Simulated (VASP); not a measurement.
Consider the following.

```yaml
crystal:
  lattice:
    - [-0.01162, 3.85289, 3.92340]
    - [3.85289, -0.01162, 3.92340]
    - [1.92064, 1.92064, 0.00000]
  atoms:
    - { symbol: Ir, position: [0.00000, 0.00000, 0.00000] }
    - { symbol: Ir, position: [0.00000, 0.50000, 0.00000] }
    - { symbol: Ir, position: [0.50000, 0.00000, 0.00000] }
    - { symbol: Ag, position: [0.50000, 0.50000, 0.00000] }
```

These are PBEsol GGA, VASP's PBE PAW potentials (set 64) (plane waves; VASP) values and carry that method's errors. Run with 400 eV cut-off, 8×8×15 Γ-centred mesh, tetrahedra with Blöchl corrections, potentials Ir Ag.

Unless said otherwise, spin-orbit coupling is left out, though it shifts the bands of the heavy elements here.

Task: Estimate the energy per atom (σ→0), band gap (on the k-mesh) with the smallest direct gap where there is one.

Result: 
```json
{
 "band gap (on the k-mesh)": "none (metal, semimetal or under 0.01 eV)",
 "energy per atom (σ→0)": "-7.827 eV/atom"
}
```

Total energies compare only between runs with the same potentials, cut-off and functional.

The structure was generated: AgIr3 was put into an ordered model structure (Cmmm), which need not be its known phase. It was relaxed first.
